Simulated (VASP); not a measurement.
# Be3CdTe4 (I-42m) in VASP: further runs, part 2 of 2

VASP 6.6.1. The steps go on from the part before.

## Step 4: Single point, r2SCAN

INCAR

```
SYSTEM = Be3CdTe4
  PREC = Accurate
  ENCUT = 520
  EDIFF = 1E-6
  ISMEAR = 0
  SIGMA = 0.03
  LREAL = .False.
  LASPH = .True.
  NELM = 150
  ALGO = Normal
  ISIF = 2
  LWAVE = .False.
  LCHARG = .False.
  METAGGA = R2SCAN
  LMIXTAU = .True.
  NBANDS = 31
  KPAR = 8
```

KPOINTS

```
Automatic mesh
0
Gamma
  6 6 6
  0 0 0
```

POSCAR

```
Be3CdTe4                                
1.0
   -2.9609248221      2.9609248221      5.8611772913
    2.9609248221     -2.9609248221      5.8611772913
    2.9609248221      2.9609248221     -5.8611772913
  Be              Cd              Te            
     3     1     4
Direct
     0.7500000000000000    0.2500000000000000    0.5000000000000000
     0.2500000000000000    0.7500000000000000    0.5000000000000000
     0.5000000000000000    0.5000000000000000    1.0000000000000000
     1.0000000000000000    1.0000000000000000    1.0000000000000000
     0.1400310812991467    0.1400310812991467    0.5502032762453875
     0.5898278050537521    0.5898278050537521    0.4497967237546125
     0.8599689187008533    0.4101721949462479    1.0000000000000000
     0.4101721949462479    0.8599689187008533    0.0000000000000000
```

Potentials or basis: VASP PAW PBE potentials, release 64 (Be, Cd, Te).

Run with:

```bash
> cat potpaw_PBE.64/Be/POTCAR potpaw_PBE.64/Cd/POTCAR potpaw_PBE.64/Te/POTCAR > POTCAR
> mpirun -np 8 vasp_std > vasp.out
```

OUTCAR:

```text
SYSTEM = Be3CdTe4
   PREC = Accurate
   ENCUT = 520
   EDIFF = 1E-6
   ISMEAR = 0
   LREAL = .False.
   LASPH = .True.
   NELM = 150
   ISIF = 2
   METAGGA = R2SCAN

 ion  position               nearest neighbor table
   1  0.750  0.250  0.500-   6 2.50   8 2.50   7 2.50   5 2.50
   2  0.250  0.750  0.500-   6 2.50   7 2.50   8 2.50   5 2.50
   3  0.500  0.500  0.000-   5 2.46   7 2.46   8 2.46   6 2.46
   4  0.000  0.000  0.000-   5 2.80   6 2.80   8 2.80   7 2.80
   5  0.140  0.140  0.550-   3 2.46   2 2.50   1 2.50   4 2.80
   6  0.590  0.590  0.450-   3 2.46   2 2.50   1 2.50   4 2.80
   7  0.860  0.410  0.000-   3 2.46   2 2.50   1 2.50   4 2.80
   8  0.410  0.860  0.000-   3 2.46   1 2.50   2 2.50   4 2.80
[... 1031 lines left out ...]
  in kB       -4.7563858     -4.7563858     -5.3617407      0.0000000      0.0000000      0.0000000
  external PRESSURE =      -4.9581708 kB  Pullay stress =       0.0000000 kB

 VOLUME and BASIS-vectors are now :
 -----------------------------------------------------------------------------
  energy-cutoff  :      520.00
  volume of cell :      205.54
      direct lattice vectors                 reciprocal lattice vectors
    -2.960924822  2.960924822  5.861177291     0.000000000  0.168866158  0.085307094
     2.960924822 -2.960924822  5.861177291     0.168866158  0.000000000  0.085307094
     2.960924822  2.960924822 -5.861177291     0.168866158  0.168866158  0.000000000

 POSITION                                       TOTAL-FORCE (eV/Angst)
 -----------------------------------------------------------------------------------
      0.00000      2.96092      2.93059         0.000000      0.000000      0.000000
      2.96092      0.00000      2.93059         0.000000      0.000000      0.000000
      0.00000      0.00000      5.86118         0.000000     -0.000000      0.000000
      0.00000      0.00000      0.00000        -0.000000      0.000000      0.000000
      1.62911      1.62911     -1.58334        -0.066040     -0.066040      0.062120
      1.33181      1.33181      4.27783         0.066040      0.066040      0.062120
     -1.33181      1.33181      7.44452        -0.066040      0.066040     -0.062120
      1.33181     -1.33181      7.44452         0.066040     -0.066040     -0.062120
 -----------------------------------------------------------------------------------
    total drift:                               -0.000021     -0.000021     -0.000021

  FREE ENERGIE OF THE ION-ELECTRON SYSTEM (eV)
  ---------------------------------------------------
  free  energy   TOTEN  =      -138.3758167702 eV

  energy  without entropy=     -138.3758167702  energy(sigma->0) =     -138.37581677
```

OSZICAR:

```text
N       E                     dE             d eps       ncg     rms          rms(c)
DAV:   1     0.920162330543E+02    0.92016E+02   -0.17270E+04  1860   0.116E+03
DAV:   2    -0.131134827700E+03   -0.22315E+03   -0.21412E+03  2165   0.227E+02
DAV:   3    -0.146072477474E+03   -0.14938E+02   -0.14818E+02  2370   0.615E+01
[... 13 lines left out ...]
DAV:  17    -0.138375799187E+03   -0.29257E-03   -0.31927E-04  2084   0.107E-01    0.106E-02
DAV:  18    -0.138375807254E+03   -0.80669E-05   -0.15631E-05  2203   0.291E-02    0.738E-03
DAV:  19    -0.138375813233E+03   -0.59795E-05   -0.40573E-06  1901   0.132E-02    0.325E-03
DAV:  20    -0.138375816512E+03   -0.32784E-05   -0.12340E-06  1638   0.731E-03    0.915E-04
DAV:  21    -0.138375816770E+03   -0.25854E-06   -0.66060E-07  1338   0.680E-03
   1 F= -.13837582E+03 E0= -.13837582E+03  d E =-.281581E-13
```

stdout:

```text
POSCAR found type information on POSCAR BeCdTe
 POSCAR found :  3 types and       8 ions
 scaLAPACK will be used
 -----------------------------------------------------------------------------
|                                                                             |
|           W    W    AA    RRRRR   N    N  II  N    N   GGGG   !!!           |
|           W    W   A  A   R    R  NN   N  II  NN   N  G    G  !!!           |
[... 21 lines left out ...]
 -----------------------------------------------------------------------------

 LDA part: xc-table for (None), standard interpolation
 POSCAR, INCAR and KPOINTS ok, starting setup
 FFT: planning ... GRIDC
 FFT: planning ... GRID_SOFT
 FFT: planning ... GRID
 WAVECAR not read
 entering main loop
```

Wall time 9.1 min (8 MPI ranks of Intel Xeon Platinum 8375C at 2.90GHz (Ice Lake), shared host); peak memory 0.54 GiB.

What came out:

* Free energy: -138.3758 eV
* Pressure: -0.5 GPa
* Largest force: 0.112 eV/Å
* Band gap on the k mesh: 2.38 eV, indirect (least direct gap 2.48 eV)

Forces in eV/Å, atoms in the order of the input:
```
Be   0.000  0.000  0.000
Be   0.000  0.000  0.000
Be   0.000  0.000  0.000
Cd   0.000  0.000  0.000
Te  -0.066 -0.066  0.062
Te   0.066  0.066  0.062
Te  -0.066  0.066 -0.062
Te   0.066 -0.066 -0.062
```

Levels at points of the mesh, in eV from the valence-band top:
```csv
k point,band 18,band 19,band 20,band 21,band 22,band 23,band 24,band 25
"(0.00, 0.00, 0.00)",-2.31,-0.22,0.00,0.00,2.48,2.60,3.11,4.18
"(0.50, 0.00, 0.00)",-2.17,-1.37,-1.03,-1.01,3.83,4.04,4.13,4.28
"(0.50, 0.50, 0.00)",-1.15,-1.08,-0.65,-0.63,2.72,2.98,3.64,4.41
"(0.50, 0.50, 0.50)",-2.03,-1.99,-0.98,-0.98,2.38,2.60,2.60,2.85
```

Caveat: the PAW data sets were made with another functional, which shifts forces and pressure a little; spin-orbit coupling is left out, which moves the levels of the heavy elements. A k mesh can miss the band edges.

## Step 5: Relaxation of cell and atoms, PBE

This run uses another cell than the first one, of 25.87 Å³/atom, 1.007 times its volume.

INCAR

```
SYSTEM = Be3CdTe4
PREC = Accurate
ENCUT = 520
EDIFF = 1E-6
ISMEAR = 0
SIGMA = 0.03
LREAL = .False.
LASPH = .True.
NELM = 120
ALGO = Normal
ISIF = 3
LWAVE = .False.
LCHARG = .False.
GGA = PE
IBRION = 2
NSW = 90
EDIFFG = -0.01
KPAR = 8
```

KPOINTS

```
regular mesh
0
Gamma
  6 6 2
  0 0 0
```

POSCAR

```
Be3CdTe4
1.0
    4.1470000000      0.0000000000      0.0000000000
    0.0000000000      4.1470000000      0.0000000000
    0.0000000000      0.0000000000     12.0360000000
Be Cd Te
3 1 4
Direct
    0.0000000000      0.0000000000      0.5000000000
    0.5000000000      0.5000000000      0.7306414100
    0.5000000000      0.5000000000      0.2693585900
    0.0000000000      0.0000000000      0.0000000000
    0.0000000000      0.5000000000      0.6155699600
    0.5000000000      0.0000000000      0.3844300400
    0.5000000000      0.0000000000      0.8418079100
    0.0000000000      0.5000000000      0.1581920900
```

Run with:

```bash
> cat potpaw_PBE.64/Be/POTCAR potpaw_PBE.64/Cd/POTCAR potpaw_PBE.64/Te/POTCAR > POTCAR
> mpirun -np 8 vasp_std > vasp.out
```

Wall time 2.9 min (8 MPI ranks of Intel Xeon Platinum 8375C at 2.90GHz (Ice Lake), shared host); peak memory 0.42 GiB.

It converged, with:

| Quantity | Value |
| --- | --- |
| Free energy | -27.3165 eV |
| Relaxed volume | 25.74 Å³/atom |
| Relaxed cell | a = 4.129 Å, b = 4.129 Å, c = 12.077 Å, α = 90.00°, β = 90.00°, γ = 90.00° |
| Space group after relaxing (to 0.05 Å) | P-4m2 (No. 115) |
| Energy gained by relaxing | 0.3 meV/atom |
| Ionic steps | 8 |
| Pressure after relaxing | 0.0 GPa |
| Largest force after relaxing | 0.008 eV/Å |
| Band gap on the k mesh | 1.79 eV, indirect (least direct gap 1.88 eV) |

Forces in eV/Å, atoms in the order of the input:
```
Be   0.000  0.000  0.000
Be   0.000  0.000 -0.003
Be   0.000  0.000  0.003
Cd   0.000  0.000  0.000
Te   0.000  0.000 -0.001
Te   0.000  0.000  0.001
Te   0.000  0.000 -0.008
Te   0.000  0.000  0.008
```

Step by step:
```csv
step,energy change (eV),largest force (eV/Å),pressure (GPa),volume (Å³)
1,0.0000,0.0748,-0.21,206.99
2,-0.0017,0.0456,0.04,205.98
3,-0.0018,0.0382,0.10,205.73
4,-0.0023,0.0213,0.03,205.98
5,-0.0025,0.0221,-0.04,206.23
6,-0.0025,0.0200,-0.03,206.19
7,-0.0025,0.0157,-0.01,206.08
8,-0.0026,0.0081,0.05,205.89
```

Final structure:
```xyz
8
Lattice="4.1289 0.0000 0.0000 0.0000 4.1289 0.0000 0.0000 0.0000 12.0769" Properties=species:S:1:pos:R:3 pbc="T T T"
Be    0.0000    0.0000    6.0384
Be    2.0645    2.0645    8.8146
Be    2.0645    2.0645    3.2623
Cd    0.0000    0.0000    0.0000
Te    0.0000    2.0645    7.4230
Te    2.0645    0.0000    4.6538
Te    2.0645    0.0000   10.1670
Te    0.0000    2.0645    1.9099
```

Levels at points of the mesh, in eV from the valence-band top:
```csv
k point,band 19,band 20,band 21,band 22,band 23,band 24
"(0.00, 0.00, 0.00)",-0.39,0.00,0.00,1.88,2.11,2.25
"(0.50, 0.00, 0.00)",-1.21,-1.20,-0.30,1.94,2.41,3.23
"(0.50, 0.50, 0.00)",-2.45,-2.45,-2.35,1.79,2.00,2.00
"(0.00, 0.00, 0.50)",-0.95,-0.24,-0.24,1.84,2.18,2.74
"(0.50, 0.00, 0.50)",-1.50,-1.47,-0.31,2.52,2.98,3.00
"(0.50, 0.50, 0.50)",-2.77,-2.57,-2.57,2.29,2.80,2.80
```

Caveat: spin-orbit coupling is left out, which moves the levels of the heavy elements. As with any semilocal functional, this PBE gap is likely too small.

## Step 6: Summary

```csv
task,level,cell,k mesh,gap on the mesh (eV),pressure (GPa),relaxed volume (Å³/atom),largest force (eV/Å)
relaxation of cell and atoms,PBE,relaxed,6 × 6 × 6,2.04,0.0,25.69,-
single point,r2SCAN,"I-42m, 25.69 Å³/atom",6 × 6 × 6,2.38,-0.5,-,0.11
relaxation of cell and atoms,PBE,relaxed,6 × 6 × 2,1.79,0.0,25.74,0.01
```

Alike in all rows: potentials or basis VASP PAW PBE potentials, release 64 (Be, Cd, Te); no spin polarisation; cutoff (eV) 520; smearing gaussian 0.03 eV.

Caveats: spin-orbit coupling is left out, which moves the levels of the heavy elements; the PAW data sets were made with another functional, which shifts forces and pressure a little (some runs).

Total energies depend on the potentials used, so only differences within one code and one set of settings carry meaning.
